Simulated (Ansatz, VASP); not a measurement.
## SnTe in two plane-wave programs

Wanted: the spread between two codes on one cell, functional and k mesh. The cell is taken from a series of runs on this material, whose earlier steps may have relaxed, scaled, displaced or heated it; both programs get it as it stands.

Main program and level: Ansatz 0.2.0; plane waves, with VASP 6.6.1 beside it; zone-centre phonons at PBEsol.

## 1. The starting structure

Symmetry: I4/mmm, No. 139, tetragonal system. The conventional cell has a = 4.491 Å, b = 4.491 Å, c = 6.286 Å, α = 90.00°, β = 90.00°, γ = 90.00°. Nearest to Sn lie 6 Te at 3.14 to 3.18 Å. Nearest to Te lie 6 Sn at 3.14 to 3.18 Å. Farther neighbours and most contacts between anions are not listed.

Structure file:

```cif
data_structure
_symmetry_space_group_name_H-M 'P 1'
_symmetry_Int_Tables_number 1
_cell_length_a 4.4680
_cell_length_b 4.4680
_cell_length_c 4.4909
_cell_angle_alpha 59.830
_cell_angle_beta 59.830
_cell_angle_gamma 60.340
_cell_volume 63.39
loop_
_atom_site_label
_atom_site_type_symbol
_atom_site_fract_x
_atom_site_fract_y
_atom_site_fract_z
_atom_site_occupancy
Sn1 Sn 0.00000 0.00000 0.00000 1
Te2 Te 0.50000 0.50000 0.50000 1
```

## 2. VASP: zone-centre phonons, PBEsol

Second derivatives magnify differences that forces hide, and they need a tight electronic threshold.

Lines of VASP's logs that name or quote its potential files are left out, and so is its time.

Input file INCAR:

```
SYSTEM = SnTe
PREC = Accurate
ENCUT = 500
EDIFF = 1E-08
NELM = 120
ISMEAR = 0
SIGMA = 0.01
LREAL = .FALSE.
ALGO = Normal
GGA = PS
NBANDS = 16
LORBIT = 11
LWAVE = .FALSE.
LCHARG = .FALSE.
ISIF = 2
IBRION = 8
LASPH = .TRUE.
GGA_COMPAT = .FALSE.
EFERMI = MIDGAP
KPAR = 2
```

Input file POSCAR:

```
SnTe
1.0
    0.0000000000      3.1755723605      3.1430826425
    3.1755723605      0.0000000000      3.1430826425
    3.1755723605      3.1755723605      0.0000000000
Sn Te
1 1
Direct
    0.0000000000      0.0000000000      0.0000000000
    0.5000000000      0.5000000000      0.5000000000
```

Input file KPOINTS:

```
Automatic mesh
0
Gamma
12 12 12
0 0 0
```

The projector-augmented-wave data sets are Sn_d and Te (PBE family, release 64).

Run with:

```bash
> mpirun -np 2 vasp_std
```

Numbers of over 12 decimals in the logs are rounded to 6 here.

Log:

```text
[banner, memory and clock lines left out]
running    2 mpi-ranks, on    1 nodes
 distrk:  each k-point on    1 cores,    2 groups
 distr:  one band on    1 cores,    1 groups

 POSCAR found type information on POSCAR SnTe
 POSCAR found :  2 types and       2 ions
|                                                                             |
|               ----> ADVICE to this user running VASP <----                  |
|                                                                             |
|     You enforced a specific xc type in the INCAR file but a different       |
|     [... a line on the potential file left out ...]
|     I HOPE YOU KNOW WHAT YOU ARE DOING!                                     |
|                                                                             |

 LDA part: xc-table for (Slater+PW92), standard interpolation
 POSCAR, INCAR and KPOINTS ok, starting setup
 FFT: planning ... GRIDC
 FFT: planning ... GRID_SOFT
 FFT: planning ... GRID
 WAVECAR not read
 entering main loop
       N       E                     dE             d eps       ncg     rms          rms(c)
DAV:   1     0.123307660059E+03    0.12331E+03   -0.94760E+03  5264   0.140E+03
DAV:   2     0.202249101947E+01   -0.12129E+03   -0.11853E+03  5664   0.351E+02
DAV:   3    -0.810869580170E+01   -0.10131E+02   -0.10079E+02  6584   0.883E+01
DAV:   4    -0.838263208069E+01   -0.27394E+00   -0.27389E+00  6312   0.158E+01
DAV:   5    -0.839433426235E+01   -0.11702E-01   -0.11702E-01  7832   0.303E+00    0.454E+00
DAV:   6    -0.833681210939E+01    0.57522E-01   -0.13227E-01  7264   0.286E+00    0.284E+00
DAV:   7    -0.833464423131E+01    0.21679E-02   -0.45965E-02  6840   0.132E+00    0.744E-01
DAV:   8    -0.833418764318E+01    0.45659E-03   -0.65797E-03  6624   0.708E-01    0.142E-01
DAV:   9    -0.833424233524E+01   -0.54692E-04   -0.54897E-04  7424   0.214E-01    0.319E-02
DAV:  10    -0.833422867552E+01    0.13660E-04   -0.58260E-05  6864   0.690E-02    0.209E-02
DAV:  11    -0.833422828301E+01    0.39251E-06   -0.26490E-05  7136   0.424E-02    0.236E-02
DAV:  12    -0.833422817878E+01    0.10422E-06   -0.18200E-06  6264   0.952E-03    0.123E-02
DAV:  13    -0.833422803833E+01    0.14046E-06   -0.79844E-08  7256   0.199E-03    0.760E-03
DAV:  14    -0.833422797344E+01    0.64886E-07   -0.20957E-07  6968   0.517E-03    0.880E-04
DAV:  15    -0.833422794419E+01    0.29250E-07   -0.16010E-08  5040   0.750E-04    0.714E-04
DAV:  16    -0.833422795719E+01   -0.13003E-07   -0.56054E-10  3464   0.238E-04    0.411E-04
DAV:  17    -0.833422797260E+01   -0.15406E-07   -0.25309E-10  3272   0.208E-04    0.181E-04
DAV:  18    -0.833422797379E+01   -0.11887E-08   -0.53619E-11  3264   0.871E-05
   1 F= -.83342280E+01 E0= -.83342280E+01  d E =-.233234E-17
 Linear response reoptimize wavefunctions to high precision
DAV:   1    -0.833422797373E+01    0.57298E-10   -0.32861E-11  3480   0.413E-05
 Linear response DOF=           4
 Linear response progress:
  Degree of freedom:   1/  4
       N       E                     dE             d eps       ncg     rms          rms(c)
RMM:   1    -0.215523104210E+00   -0.21552E+00    0.28653E-01 10845   0.103E+01
RMM:   2    -0.220694243668E+00   -0.51711E-02   -0.12039E-02 15808   0.866E-01    0.756E-02
RMM:   3    -0.220545724308E+00    0.14852E-03   -0.94616E-04 17520   0.244E-01    0.404E-02
RMM:   4    -0.220262655087E+00    0.28307E-03   -0.83388E-05 17502   0.730E-02    0.870E-03
RMM:   5    -0.220245530518E+00    0.17125E-04   -0.80171E-06 18033   0.225E-02    0.368E-03
RMM:   6    -0.220249551788E+00   -0.40213E-05   -0.12378E-06 17763   0.767E-03    0.140E-03
RMM:   7    -0.220249895748E+00   -0.34396E-06   -0.34154E-07 18196   0.299E-03    0.684E-04
RMM:   8    -0.220246699066E+00    0.31967E-05    0.15114E-07 17563   0.133E-03    0.120E-04
RMM:   9    -0.220247112470E+00   -0.41340E-06    0.30001E-07 18570   0.588E-04    0.214E-04
RMM:  10    -0.220246893699E+00    0.21877E-06    0.40043E-07 18461   0.285E-04    0.169E-04
RMM:  11    -0.220247026382E+00   -0.13268E-06    0.32773E-07 19009   0.149E-04    0.361E-04
RMM:  12    -0.220246497442E+00    0.52894E-06    0.16874E-07 17453   0.114E-04    0.965E-05
RMM:  13    -0.220246364906E+00    0.13254E-06    0.79538E-08 18688   0.619E-05    0.175E-05
RMM:  14    -0.220246338807E+00    0.26099E-07    0.36347E-08 19127   0.348E-05    0.997E-06
RMM:  15    -0.220246275635E+00    0.63172E-07    0.18872E-08 17542   0.260E-05    0.294E-06
RMM:  16    -0.220246262900E+00    0.12735E-07    0.88612E-09 16949   0.202E-05    0.313E-06
RMM:  17    -0.220246267142E+00   -0.42423E-08    0.40670E-09 11625   0.172E-05    0.738E-07
 first order change of Fermi-energy   0.17522E-03
 force on displaced ion       1 direction 1 :   0.088   0.000   0.000
 Linear response progress:
  Degree of freedom:   2/  4
       N       E                     dE             d eps       ncg     rms          rms(c)
RMM:   1    -0.215693359279E+00   -0.21569E+00    0.27888E-01  6331   0.102E+01
RMM:   2    -0.220788703378E+00   -0.50953E-02   -0.12070E-02  9150   0.864E-01    0.815E-02
RMM:   3    -0.220611147084E+00    0.17756E-03   -0.94222E-04 10109   0.244E-01    0.439E-02
RMM:   4    -0.220300976375E+00    0.31017E-03   -0.88019E-05 10104   0.741E-02    0.826E-03
RMM:   5    -0.220289554483E+00    0.11422E-04   -0.79044E-06 10421   0.225E-02    0.360E-03
RMM:   6    -0.220295229998E+00   -0.56755E-05   -0.13116E-06 10202   0.787E-03    0.134E-03
RMM:   7    -0.220294588121E+00    0.64188E-06   -0.33514E-07 10567   0.308E-03    0.772E-04
RMM:   8    -0.220291835559E+00    0.27526E-05    0.20360E-07 10217   0.135E-03    0.155E-04
RMM:   9    -0.220291834448E+00    0.11110E-08    0.36758E-07 10891   0.609E-04    0.243E-04
RMM:  10    -0.220291601341E+00    0.23311E-06    0.52606E-07 10646   0.297E-04    0.184E-04
RMM:  11    -0.220291699921E+00   -0.98580E-07    0.31741E-07 11217   0.154E-04    0.338E-04
RMM:  12    -0.220291317860E+00    0.38206E-06    0.15404E-07 10116   0.105E-04    0.116E-04
RMM:  13    -0.220291179581E+00    0.13828E-06    0.76794E-08 10680   0.604E-05    0.279E-05
RMM:  14    -0.220291144120E+00    0.35461E-07    0.30615E-08 11087   0.355E-05    0.128E-05
RMM:  15    -0.220291083745E+00    0.60375E-07    0.20248E-08 10090   0.266E-05    0.514E-06
RMM:  16    -0.220291080207E+00    0.35376E-08    0.55870E-09  9561   0.202E-05    0.221E-06
 first order change of Fermi-energy  -0.99455E-04
 force on displaced ion       1 direction 3 :   0.000   0.000  -0.119
 Linear response progress:
  Degree of freedom:   3/  4
       N       E                     dE             d eps       ncg     rms          rms(c)
RMM:   1    -0.469825028869E-01   -0.46983E-01    0.67545E-02 19133   0.848E-01
RMM:   2    -0.476017540130E-01   -0.61925E-03   -0.19568E-03 16849   0.212E-01    0.587E-02
RMM:   3    -0.477834392721E-01   -0.18169E-03   -0.16179E-04 17091   0.608E-02    0.450E-02
RMM:   4    -0.480459966569E-01   -0.26256E-03   -0.23695E-05 16918   0.298E-02    0.583E-03
RMM:   5    -0.480597146088E-01   -0.13718E-04   -0.98973E-07 17417   0.710E-03    0.302E-03
RMM:   6    -0.480557325903E-01    0.39820E-05   -0.95746E-08 16871   0.206E-03    0.616E-04
RMM:   7    -0.480555977906E-01    0.13480E-06   -0.72115E-10 17248   0.468E-04    0.135E-04
RMM:   8    -0.480555302273E-01    0.67563E-07    0.44564E-08 17317   0.156E-04    0.255E-05
RMM:   9    -0.480553677312E-01    0.16250E-06    0.38336E-07 18111   0.511E-05    0.188E-05
RMM:  10    -0.480554449740E-01   -0.77243E-07    0.24324E-08 17963   0.166E-05    0.341E-06
RMM:  11    -0.480554383299E-01    0.66441E-08    0.42651E-08 16768   0.848E-06    0.126E-06
 first order change of Fermi-energy  -0.25962E-03
 force on displaced ion       2 direction 1 :   0.095   0.000   0.000
 Linear response progress:
  Degree of freedom:   4/  4
       N       E                     dE             d eps       ncg     rms          rms(c)
RMM:   1    -0.470119992129E-01   -0.47012E-01    0.68429E-02 11096   0.861E-01
RMM:   2    -0.476113971391E-01   -0.59940E-03   -0.19677E-03  9777   0.213E-01    0.639E-02
RMM:   3    -0.477961407681E-01   -0.18474E-03   -0.15931E-04  9908   0.611E-02    0.478E-02
RMM:   4    -0.480728050236E-01   -0.27666E-03   -0.25430E-05  9812   0.313E-02    0.575E-03
RMM:   5    -0.480814284160E-01   -0.86234E-05   -0.10151E-06 10086   0.729E-03    0.313E-03
RMM:   6    -0.480779782465E-01    0.34502E-05   -0.97283E-08  9805   0.213E-03    0.631E-04
RMM:   7    -0.480779378382E-01    0.40408E-07    0.17289E-08 10006   0.476E-04    0.137E-04
RMM:   8    -0.480778955191E-01    0.42319E-07    0.61866E-09 10027   0.162E-04    0.248E-05
RMM:   9    -0.480777302653E-01    0.16525E-06    0.28969E-07 10423   0.525E-05    0.198E-05
RMM:  10    -0.480778225200E-01   -0.92255E-07    0.27218E-08 10363   0.182E-05    0.328E-06
RMM:  11    -0.480778019597E-01    0.20560E-07    0.38571E-08  9941   0.949E-06    0.121E-06
RMM:  12    -0.480778019442E-01    0.15447E-10   -0.27356E-08  8014   0.530E-06    0.321E-07
 first order change of Fermi-energy   0.21920E-03
 force on displaced ion       2 direction 3 :   0.000   0.000  -0.114
 Linear response finished
```

From OUTCAR (step 2):

```text
ion  position               nearest neighbor table
   1  0.000  0.000  0.000-   2 3.14   2 3.14   2 3.18   2 3.18   2 3.18   2 3.18
   2  0.500  0.500  0.500-   1 3.14   1 3.14   1 3.18   1 3.18   1 3.18   1 3.18

  LATTYP: Found a body centered tetragonal cell.
 ALAT       =     4.4909375005
 C/A-ratio  =     1.3997445487

 Subroutine GETGRP returns: Found 16 space group operations
 (whereof 16 operations were pure point group operations)

The static configuration has the point symmetry D_4h.

 Found    163 irreducible k-points:

   k-points           NKPTS =    163   k-points in BZ     NKDIM =    163   number of bands    NBANDS=     16

   dimension x,y,z NGX =    36 NGY =   36 NGZ =   36
   dimension x,y,z NGXF=    72 NGYF=   72 NGZF=   72

   ENCUT  =  500.0 eV  36.75 Ry    6.06 a.u.   8.15  8.15  8.19*2*pi/ulx,y,z

   NELECT =      20.0000    total number of electrons

 k-points in reciprocal lattice and weights: Automatic mesh
   0.00000000  0.00000000  0.00000000       0.001
   0.08333333  0.00000000  0.00000000       0.005
   0.16666667  0.00000000  0.00000000       0.005
   0.25000000  0.00000000  0.00000000       0.005
   0.33333333  0.00000000  0.00000000       0.005
   0.41666667  0.00000000  0.00000000       0.005
   0.50000000  0.00000000  0.00000000       0.002
   0.08333333  0.08333333  0.00000000       0.001
   0.16666667  0.08333333  0.00000000       0.005
[...]
-0.33333333  0.16666667  0.50000000       0.002
  -0.25000000  0.25000000  0.50000000       0.001

 average (electrostatic) potential at core
       1-100.5718       2 -87.8306

  Total       -0.5118316     -0.5118316      0.0037893      0.0000000     -0.0000000      0.0000000
  in kB      -12.9362338    -12.9362338      0.0957722      0.0000000     -0.0000000      0.0000000
  external PRESSURE =      -8.5922318 kB  Pullay stress =       0.0000000 kB

  energy-cutoff  :      500.00
  volume of cell :       63.39
      direct lattice vectors                 reciprocal lattice vectors
     0.000000000  3.175572360  3.143082643    -0.157451931  0.157451931  0.159079495
     3.175572360  0.000000000  3.143082643     0.157451931 -0.157451931  0.159079495
     3.175572360  3.175572360  0.000000000     0.157451931  0.157451931 -0.159079495

 POSITION                                       TOTAL-FORCE (eV/Angst)
 -----------------------------------------------------------------------------------
      0.00000      0.00000      0.00000         0.000000     -0.000000      0.000000
      3.17557      3.17557      3.14308        -0.000000      0.000000      0.000000
 -----------------------------------------------------------------------------------
    total drift:                               -0.000000      0.000000      0.000000

 Eigenvectors and eigenvalues of the dynamical matrix
 ----------------------------------------------------

   1 f  =    0.681308 THz     4.280785 2PiTHz   22.725992 cm-1     2.817663 meV
             X         Y         Z           dx          dy          dz
      0.000000  0.000000  0.000000     0.000000   -0.000000    0.727724
      3.175572  3.175572  3.143083    -0.000000   -0.000000   -0.685870

   2 f  =    0.011016 THz     0.069217 2PiTHz    0.367463 cm-1     0.045560 meV
             X         Y         Z           dx          dy          dz
      0.000000  0.000000  0.000000    -0.595731   -0.381188    0.000000
      3.175572  3.175572  3.143083    -0.595493   -0.381036    0.000000

   3 f  =    0.011016 THz     0.069217 2PiTHz    0.367463 cm-1     0.045560 meV
             X         Y         Z           dx          dy          dz
      0.000000  0.000000  0.000000     0.381188   -0.595731    0.000000
      3.175572  3.175572  3.143083     0.381036   -0.595493    0.000000

   4 f/i=    0.007869 THz     0.049443 2PiTHz    0.262485 cm-1     0.032544 meV
             X         Y         Z           dx          dy          dz
      0.000000  0.000000  0.000000     0.000000   -0.000000   -0.685870
      3.175572  3.175572  3.143083     0.000000   -0.000000   -0.727724

   5 f/i=    0.603574 THz     3.792369 2PiTHz   20.133070 cm-1     2.496181 meV
             X         Y         Z           dx          dy          dz
      0.000000  0.000000  0.000000     0.000000   -0.706966   -0.000000
      3.175572  3.175572  3.143083     0.000000    0.707248    0.000000

   6 f/i=    0.603574 THz     3.792369 2PiTHz   20.133070 cm-1     2.496181 meV
             X         Y         Z           dx          dy          dz
      0.000000  0.000000  0.000000    -0.706966   -0.000000    0.000000
      3.175572  3.175572  3.143083     0.707248   -0.000000    0.000000

 ELASTIC MODULI CONTR FROM IONIC RELAXATION (kBar)
 Direction    XX          YY          ZZ          XY          YZ          ZX
 --------------------------------------------------------------------------------
 XX           0.0000      0.0000      0.0000      0.0000      0.0000      0.0000
 YY           0.0000      0.0000      0.0000      0.0000      0.0000      0.0000
 ZZ           0.0000      0.0000      0.0000      0.0000      0.0000      0.0000
 XY           0.0000      0.0000      0.0000      0.0000      0.0000      0.0000
 YZ           0.0000      0.0000      0.0000      0.0000      0.0000      0.0000
 ZX           0.0000      0.0000      0.0000      0.0000      0.0000      0.0000
 --------------------------------------------------------------------------------
```

Energies printed during the response cycles are not total energies of the cell.

[end of part 1 of 2]

[Lines on the potential files, build, host, timing and source positions are cut from VASP's logs without a mark.]

[Logs are printed without paths, hosts, clocks, repeated set-up lines and the standing remarks that a program may print on its own settings, such as how far it seeks lower states.]

[Hosts, paths, dates, database ids (printed as entryN), source tags and the programs' standing remarks are cut or masked in the printed files.]
